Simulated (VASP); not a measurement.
Output of a VASP run:

OSZICAR:
```
...
DAV:   9    -0.129252198592E+03    0.41319E+01   -0.59139E-01   992   0.711E+00    0.398E-01
DAV:  10    -0.129393842103E+03   -0.14164E+00   -0.12803E-01  1024   0.323E+00    0.238E-01
DAV:  11    -0.129415797148E+03   -0.21955E-01   -0.95065E-02   864   0.291E+00    0.167E-01
DAV:  12    -0.129492974973E+03   -0.77178E-01   -0.48979E-02   968   0.197E+00    0.580E-02
DAV:  13    -0.129518323309E+03   -0.25348E-01   -0.77240E-03   944   0.773E-01    0.363E-02
DAV:  14    -0.129521102230E+03   -0.27789E-02   -0.18189E-03  1168   0.456E-01    0.202E-02
DAV:  15    -0.129521309901E+03   -0.20767E-03   -0.29336E-04   984   0.165E-01    0.125E-02
DAV:  16    -0.129521175649E+03    0.13425E-03   -0.71136E-05  1024   0.830E-02    0.104E-02
DAV:  17    -0.129521335381E+03   -0.15973E-03   -0.17614E-04   888   0.125E-01    0.269E-03
DAV:  18    -0.129521361680E+03   -0.26299E-04   -0.93571E-06  1120   0.272E-02    0.371E-03
DAV:  19    -0.129521373454E+03   -0.11775E-04   -0.57100E-06   792   0.255E-02    0.179E-03
DAV:  20    -0.129521377209E+03   -0.37545E-05   -0.42335E-06   960   0.239E-02    0.102E-03
DAV:  21    -0.129521377813E+03   -0.60425E-06   -0.18766E-07   584   0.488E-03
   1 F= -.12952138E+03 E0= -.12952138E+03  d E =-.129521E+03
       N       E                     dE             d eps       ncg     rms          rms(c)
DAV:   1    -0.129577189909E+03   -0.55813E-01   -0.24880E+00  1056   0.242E+01    0.153E+00
DAV:   2    -0.129528044709E+03    0.49145E-01   -0.30030E-01  1240   0.540E+00    0.445E-01
DAV:   3    -0.129519795652E+03    0.82491E-02   -0.20928E-02  1144   0.274E+00    0.174E-01
DAV:   4    -0.129519133932E+03    0.66172E-03   -0.87092E-03   928   0.160E+00    0.491E-02
DAV:   5    -0.129520872552E+03   -0.17386E-02   -0.18324E-03   984   0.432E-01    0.337E-02
DAV:   6    -0.129520812534E+03    0.60017E-04   -0.53911E-04   880   0.185E-01    0.198E-02
DAV:   7    -0.129520979873E+03   -0.16734E-03   -0.23562E-04  1032   0.177E-01    0.110E-02
DAV:   8    -0.129520958734E+03    0.21139E-04   -0.66004E-05   880   0.764E-02    0.562E-03
DAV:   9    -0.129521071784E+03   -0.11305E-03   -0.58562E-05   928   0.801E-02    0.116E-03
DAV:  10    -0.129521088882E+03   -0.17099E-04   -0.48770E-06   832   0.251E-02    0.883E-04
DAV:  11    -0.129521088657E+03    0.22534E-06   -0.95911E-07   640   0.929E-03
   2 F= -.12952109E+03 E0= -.12952109E+03  d E =0.289156E-03
       N       E                     dE             d eps       ncg     rms          rms(c)
DAV:   1    -0.129538151753E+03   -0.17063E-01   -0.66585E-01  1064   0.123E+01    0.808E-01
DAV:   2    -0.129524616239E+03    0.13536E-01   -0.84916E-02  1264   0.284E+00    0.233E-01
DAV:   3    -0.129522388903E+03    0.22273E-02   -0.57857E-03  1160   0.141E+00    0.914E-02
DAV:   4    -0.129522216134E+03    0.17277E-03   -0.23141E-03   912   0.817E-01    0.254E-02
DAV:   5    -0.129522662164E+03   -0.44603E-03   -0.51894E-04   984   0.229E-01    0.172E-02
DAV:   6    -0.129522658682E+03    0.34818E-05   -0.15927E-04   880   0.999E-02    0.105E-02
DAV:   7    -0.129522709020E+03   -0.50338E-04   -0.66165E-05  1032   0.918E-02    0.561E-03
DAV:   8    -0.129522701571E+03    0.74494E-05   -0.16982E-05   864   0.386E-02    0.292E-03
DAV:   9    -0.129522735303E+03   -0.33732E-04   -0.15997E-05   888   0.416E-02    0.740E-04
DAV:  10    -0.129522739686E+03   -0.43828E-05   -0.11851E-06   704   0.125E-02    0.464E-04
DAV:  11    -0.129522739602E+03    0.84062E-07   -0.23389E-07   504   0.516E-03
   3 F= -.12952274E+03 E0= -.12952274E+03  d E =-.136179E-02
```

File OUTCAR:
```
------------------------ aborting loop because EDIFF is reached ----------------------------------------
  FORCE on cell =-STRESS in cart. coord.  units (eV):
  Direction    XX          YY          ZZ          XY          YZ          ZX
  --------------------------------------------------------------------------------------
  Total        0.0104459      0.0104459      0.0035840      0.0000000      0.0000000      0.0000000
  in kB        0.1989483      0.1989483      0.0682598      0.0000000      0.0000000      0.0000000
  external PRESSURE =       0.1553855 kB  Pullay stress =       0.0000000 kB
  volume of cell :       84.12
      direct lattice vectors                 reciprocal lattice vectors
     3.997236441  0.000000000  0.000000000     0.250172842  0.000000000  0.000000000
     0.000000000  3.997236441 -0.000000000     0.000000000  0.250172842 -0.000000000
     0.000000000  0.000000000  5.264956437     0.000000000  0.000000000  0.189935095
 POSITION                                       TOTAL-FORCE (eV/Angst)
 -----------------------------------------------------------------------------------
      1.99862      3.99724      4.07504        -0.000000      0.000000      0.006732
      0.00000      1.99862      1.18991         0.000000     -0.000000     -0.006732
      1.99862      1.99862      5.26496         0.000000     -0.000000      0.000000
      0.00000      0.00000      0.00000         0.000000      0.000000      0.000000
 -----------------------------------------------------------------------------------
    total drift:                                0.000000      0.000000      0.000000
  FREE ENERGIE OF THE ION-ELECTRON SYSTEM (eV)
  ---------------------------------------------------
  free  energy   TOTEN  =      -129.5227396017 eV

  energy  without entropy=     -129.5227396017  energy(sigma->0) =     -129.52273960

 reached required accuracy - stopping structural energy minimisation
```
(Selected blocks of OUTCAR.)

**POSCAR**
```
PbO
1
    3.9892975341     0.0000000000     0.0000000000
    0.0000000000     3.9892975341     0.0000000000
    0.0000000000    -0.0000000000     5.2550522362
Pb O
2 2
Direct
  0.5000000000   0.0000000000   0.7745486144
  1.0000000000   0.5000000000   0.2254513856
  0.5000000000   0.5000000000   0.0000000000
  1.0000000000   1.0000000000   0.0000000000
```

**Question.** Reconstruct the remaining input files.

**Answer.** One answer among several that fit: the input of the run itself, r2SCAN meta-GGA, plane waves, VASP's PBE PAW potentials (set 64).

File KPOINTS:
```
Automatic mesh
0
Gamma
5 5 4
0 0 0
```

INCAR:
```
# general
SYSTEM  = PbO
PREC    = Accurate
ENCUT   = 520
LREAL   = .FALSE.
LASPH   = .TRUE.

# electronic loop
EDIFF   = 1E-6
NELM    = 100
ALGO    = Normal
LMAXMIX = 4
LMIXTAU = .TRUE.

# smearing
ISMEAR  = 0
SIGMA   = 0.05

# functional
METAGGA = R2SCAN

# ions
IBRION  = 2
NSW     = 60
ISIF    = 3
EDIFFG  = -0.02

# output
LWAVE   = .FALSE.
LCHARG  = .FALSE.
```

POTCAR, in this order: Pb_d O (PBE.64 set). Program: vasp_std.

The compound is PbO in the litharge structure. This run relaxes it. Symmetry was kept, so distortions that lower it aren't found. The start is the result of an earlier pass.
